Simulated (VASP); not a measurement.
Ni2HgP2:

```xyz
5
Lattice="0.0000 3.9479 0.0000 3.9479 0.0000 0.0000 1.9740 1.9740 -4.7450" Properties=species:S:1:pos:R:3 pbc="T T T"
P     1.9740    1.9740   -1.1768
P     3.9479    3.9479   -3.5682
Hg    0.0000    0.0000    0.0000
Ni    1.9740    3.9479   -2.3725
Ni    3.9479    1.9740   -2.3725
```

The cell was built by a generator and needn't be a form met in nature.

| Property | Result |
| --- | --- |
| Program | VASP 6.6.1 |
| Task | relaxation of cell and atoms |
| Functional | PBE |
| Potentials or basis | VASP PAW PBE potentials, release 64 (P, Hg, Ni) |
| Cutoff | 600 eV |
| k mesh | 5 × 5 × 5 |
| Occupations | fermi-dirac, width 0.1 eV |
| Spin | no spin polarisation |

At the start: pressure -0.6 GPa; volume 14.79 Å³/atom.

Question: How do energy, volume and symmetry change on relaxing?

Answer: Over 8 steps the energy falls by 25.1 meV/atom and the volume is 14.75 Å³/atom (-0.3 %); space group I4/mmm (No. 139, to 0.05 Å).

Step by step:
```csv
step,energy change (eV),largest force (eV/Å),pressure (GPa),volume (Å³)
1,0.0000,0.2282,-0.62,73.96
2,-0.0561,0.1299,0.35,73.33
3,-0.1063,0.0499,2.49,72.18
4,-0.1070,0.0417,2.92,71.91
5,-0.1208,0.1539,-0.61,74.05
6,-0.1236,0.1261,0.40,73.42
7,-0.1256,0.0193,0.05,73.68
8,-0.1256,0.0057,-0.06,73.74
```

Final structure:
```
P Hg Ni
1.0
     0.00000    4.07917    0.00000
     4.07917    0.00000    0.00000
     2.03959    2.03959   -4.43166
P Hg Ni
2 1 2
Cartesian
  2.0396 2.0396 -1.1450
  4.0792 4.0792 -3.2867
  0.0000 0.0000 0.0000
  2.0396 4.0792 -2.2158
  4.0792 2.0396 -2.2158
```
